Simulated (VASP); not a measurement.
For cubic CaO (space group Fm-3m), PBE GGA, VASP's PBE PAW potentials (set 64) (VASP) gives ε∞ = 3.82, a static ε₀ = 13.40 and a transverse optical mode at 309 cm⁻¹.

### Question
Estimate the longitudinal optical frequency at Γ.

### Answer
By the Lyddane-Sachs-Teller relation, ω_LO = ω_TO √(ε₀/ε∞) = 309 × √(13.40/3.82) = 579 cm⁻¹.

The structure is a typed CaO crystal. The cell was not relaxed at this level. The run is one of a series of settings (EDIFF = 1E-8, IBRION = 8, LEPSILON = .TRUE., NSW = 1 against the base run), some of them coarse on purpose.
